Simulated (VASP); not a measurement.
Data:

```yaml
crystal:
  lattice:
    - [0.00000, 2.77918, 2.77918]
    - [2.77918, 0.00000, 2.77918]
    - [2.77918, 2.77918, 0.00000]
  atoms:
    - { symbol: Cd, position: [0.00000, 0.00000, 0.00000] }
    - { symbol: F, position: [0.25000, 0.25000, 0.25000] }
    - { symbol: F, position: [0.75000, 0.75000, 0.75000] }
```

Calculation: vdW-DF2, VASP's PBE PAW potentials (set 64) (plane waves; VASP). Settings: 520 eV cut-off, Gaussian smearing of 0.050 eV, potentials Cd F.

Question: Give the energies of bands 3 to 14 at the high-symmetry points, in eV from the valence-band maximum.

Answer: 
```csv
band,Γ,X,U,L,W
3,-5.34,-5.12,-4.99,-5.10,-4.89
4,-5.34,-4.66,-4.75,-5.10,-4.66
5,-5.34,-4.66,-4.54,-4.46,-4.61
6,-4.51,-4.43,-4.53,-4.46,-4.54
7,-4.51,-4.30,-4.44,-4.31,-4.54
8,-0.75,-2.92,-3.04,-2.40,-3.13
9,-0.75,-2.47,-2.13,-1.89,-2.34
10,-0.75,-2.47,-2.09,-1.49,-1.32
11,-0.58,-0.34,-0.76,-1.49,-1.32
12,-0.58,-0.08,-0.25,-0.43,-0.42
13,-0.58,-0.08,-0.19,-0.43,0.00
14,2.68,7.17,7.12,6.41,7.22
```

The gap is indirect, 2.68 eV, from the valence maximum at W to the conduction minimum at Γ.

Measured: gap 7.80 eV (computed value off by -5.12 eV), as given by Giancarlo Cappellini et al., Physical Review B (2013), arXiv:1302.2571.

The compound is CdF2 in the fluorite structure. It was relaxed first, which changed the volume by +10 %.
